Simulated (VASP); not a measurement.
Consider the following.

```xyz
5
Lattice="3.9132 0.0000 0.0000 0.0000 3.9132 0.0000 0.0000 0.0000 3.9132" Properties=species:S:1:pos:R:3 pbc="T T T"
Sr     0.0000     0.0000     0.0000
Ti     1.9566     1.9566     1.9566
O      1.9566     0.0000     1.9566
O      0.0000     1.9566     1.9566
O      1.9566     1.9566     0.0000
```

These are r2SCAN meta-GGA with spin-orbit coupling, VASP's PBE PAW potentials (set 64) (plane waves; VASP) values and carry that method's errors. Settings: 520 eV cut-off, 5×5×5 Γ-centred mesh, Gaussian smearing of 0.050 eV, potentials Sr_sv Ti_sv O.

**Question.** Estimate the energy per atom (σ→0), band gap (over mesh and band path) with the smallest direct gap where there is one.

**Answer.** 
The band gap (over mesh and band path) is 2.24 eV and the smallest direct gap (over mesh and band path) comes out as 2.61 eV. The energy per atom (σ→0) comes out as -12.683 eV/atom.

Only differences to runs with the same potentials and settings are physical.

The compound is SrTiO3 in the cubic perovskite structure, the ideal cubic form; the compound distorts at low or room temperature. It was relaxed first.
